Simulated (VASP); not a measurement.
Level of theory: PBEsol GGA, VASP's PBE PAW potentials (set 64) (plane waves; VASP).

VASP input:

INCAR:
```
# general
SYSTEM   =  AuAl2
PREC     =  Accurate
ENCUT    =  500   # plane-wave cut-off (eV)
LREAL    =  .FALSE.   # projection in real space or not
LASPH    =  .TRUE.

# electronic loop
EDIFF    =  1E-6
NELM     =  100   # most electronic steps
ALGO     =  Normal   # blocked Davidson
LMAXMIX  =  6

# smearing
ISMEAR   =  1   # Methfessel-Paxton
SIGMA    =  0.1

# functional
GGA      =  PS

# ions
IBRION   =  2   # conjugate gradients
NSW      =  40   # most ionic steps
ISIF     =  3
EDIFFG   =  -0.02   # ionic stop

# output
LWAVE    =  .FALSE.
LCHARG   =  .FALSE.
```

KPOINTS:
```
Automatic mesh
0
Gamma
9 9 9
0 0 0
```

### POSCAR
```
AuAl2
1
   -0.0000000000     2.9996263480     2.9996263480
    2.9996263480    -0.0000000000     2.9996263480
    2.9996263480     2.9996263480     0.0000000000
Al Au
2 1
Direct
  0.2500000000   0.2500000000   0.2500000000
  0.7500000000   0.7500000000   0.7500000000
  0.0000000000   0.0000000000   0.0000000000
```

POTCAR, in this order: Al Au (PBE.64 set). Program: vasp_std.

### Question
What will the output report for the number of irreducible k-points (NKPTS), largest plane-wave count, number of space-group operations, FFT grid (NGX, NGY, NGZ)?

### Answer

| Quantity | Result |
|---|---|
| number of irreducible k-points (NKPTS) | 35 |
| largest plane-wave count | 1387 |
| number of space-group operations | 48 |
| FFT grid (NGX, NGY, NGZ) | 32 × 32 × 32 |

The compound is AuAl2 in the fluorite structure. It was relaxed first. The electron count is odd and the run is not spin-polarised, which forces a metal.
